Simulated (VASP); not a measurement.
Runs of VASP 6.6.1 on NaCu3H4. All rows change the cell; the cell of one of them follows. It takes space group P-43m (No. 215, cubic). The conventional cell has a = 4.225 Å, b = 4.225 Å, c = 4.225 Å, α = 90.00°, β = 90.00°, γ = 90.00°. Around Na (site symmetry -43m) lie 4 H at 2.14 Å. Cu (site symmetry -42m) has 4 H at 1.75 Å as nearest neighbours. H (site symmetry 3m) has 3 Cu at 1.75 Å as nearest neighbours. The cell was built by a generator and needn't be a form met in nature.

```tsv
task	cell	k mesh	cutoff (eV)	smearing	gap on the mesh (eV)	pressure (GPa)	largest force (eV/Å)
single point	species swapped into the Zn3CdSe4 type (P-43m, No. 215)	4 × 4 × 4	520	gaussian 0.1 eV	0.30	0.1	-
single point	species swapped into the Zn3CdSe4 type (P-43m, No. 215)	8 × 8 × 8	520	gaussian 0.01 eV	0.26	0.2	0.01
relaxation of cell and atoms	relaxed from: species swapped into the Zn3CdSe4 type (P-43m, No. 215)	8 × 8 × 8	600	gaussian 0.01 eV	(a)	0.1	-
relaxation of cell and atoms	relaxed from: species swapped into the Zn3CdSe4 type (P-43m, No. 215)	4 × 4 × 4	600	gaussian 0.1 eV	0.30	0.1	0.01
```

Alike in all rows: level PBE; potentials or basis VASP PAW PBE potentials, release 64 (Na_pv, Cu, H); no spin polarisation.

Q: Fill in the values left out.

A: (a) 0.27.

Caveats: the relaxation stopped at its first step, so nothing moved (some runs).

A k mesh can miss the band edges.
